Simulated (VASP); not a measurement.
**PbS (relaxed from the rock salt structure, space group Fm-3m): computed properties**

These are PBE GGA, VASP's PBE PAW potentials (set 64) (plane waves; VASP 6.6.1) values and carry that method's errors.

```json
{
  "space_group": "Fm-3m (225)",
  "cell": "a = 6.005 Å, b = 6.005 Å, c = 6.005 Å, α = 90.00°, β = 90.00°, γ = 90.00°",
  "volume_per_atom": "27.06 Å^3/atom",
  "band gap (over mesh and band path)": "0.49 eV",
  "smallest direct gap (over mesh and band path)": "0.49 eV",
  "band_edge_character": "direct, L to L",
  "density": "7.34 g/cm³"
}
```

```xyz
2
Lattice="0.0000 3.0024 3.0024 3.0024 0.0000 3.0024 3.0024 3.0024 0.0000" Properties=species:S:1:pos:R:3 pbc="T T T"
Pb     0.0000     0.0000     0.0000
S      3.0024     3.0024     3.0024
```

Unless said otherwise, spin-orbit coupling is left out, though it shifts the bands of the heavy elements here.

The structure was generated: PbS was put into the rock salt type (Fm-3m), which need not be its known phase. It was relaxed first, which changed the volume by +36 %. Symmetry was kept, so distortions that lower it aren't found.
